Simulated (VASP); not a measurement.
Wanted: the native input for a VASP 6.6.1 run.

```
Task                   : relaxation of cell and atoms
Functional             : LDA
Potentials or basis    : VASP PAW LDA potentials, release 64 (Co)
Cutoff                 : 600 eV
k mesh                 : 18 × 18 × 10
Occupations            : methfessel-paxton, width 0.15 eV
Spin                   : collinear spin, ferromagnetic start
Starting moments       : [1.8, 1.8] μB
Further INCAR settings : ALGO = Fast; EDIFF = 1e-06; IBRION = 2; EDIFFG = -0.01; NSW = 60; ISIF = 3
```

The structure of Co lies in POSCAR:

```
Co
1.0
    2.5000000000      0.0000000000      0.0000000000
   -1.2500000000      2.1650635100      0.0000000000
    0.0000000000      0.0000000000      4.0600000000
Co
2
Direct
    0.3333333333      0.6666666667      0.2500000000
    0.6666666667      0.3333333333      0.7500000000
```

The cell was built by a generator and needn't be a form met in nature.

The input as run:

INCAR

```
SYSTEM = Co
ALGO     = Fast           ! electronic algorithm
EDIFF    = 1E-6           ! SCF threshold, eV
EDIFFG   = -0.01          ! ionic threshold
ENCUT    = 600            ! plane-wave cutoff, eV
IBRION   = 2              ! ionic algorithm
ISIF     = 3              ! what is computed and relaxed
ISMEAR   = 1              ! smearing method
ISPIN    = 2              ! spin polarisation
LASPH    = .True.         ! aspherical terms in the spheres
LCHARG   = .False.        ! write CHGCAR
LMAXMIX  = 4              ! l up to which the mixer works
LORBIT   = 11             ! projections on sites
LREAL    = .False.        ! projectors in reciprocal space
LWAVE    = .False.        ! write WAVECAR
MAGMOM   = 1.8 1.8        ! initial moments
NELM     = 100            ! most SCF steps
NSW      = 60             ! ionic steps
PREC     = Accurate       ! precision mode
SIGMA    = 0.15           ! smearing width, eV
```

KPOINTS

```
k-points
0
Gamma
  18 18 10
  0 0 0
```

Potentials or basis: VASP PAW LDA potentials, release 64 (Co).

Launch:

```sh
$ cat potpaw_LDA.64/Co/POTCAR > POTCAR
$ mpirun -np 1 vasp_std > vasp.out
```

It gave:

The relaxed volume is 9.97 Å³/atom, the relaxed cell is a = 2.427 Å, b = 2.427 Å, c = 3.910 Å, α = 90.00°, β = 90.00°, γ = 120.00° and the space group after relaxing (to 0.05 Å) is P6_3/mmc (No. 194). The energy gained by relaxing is 73.0 meV/atom. The ionic steps are 9. The pressure after relaxing is 0.0 GPa, the band gap on the k mesh is none (metal or under the smearing width) and the net moment is 3.02 μB per cell. The site moments are Co +1.50 μB and the valence electrons inside the program's atomic spheres are Co 8.46.

It took 7.6 min on 1 thread of Intel(R) Xeon(R) Platinum 8488C (Sapphire Rapids), with other jobs on the host, peak memory 0.26 GiB.
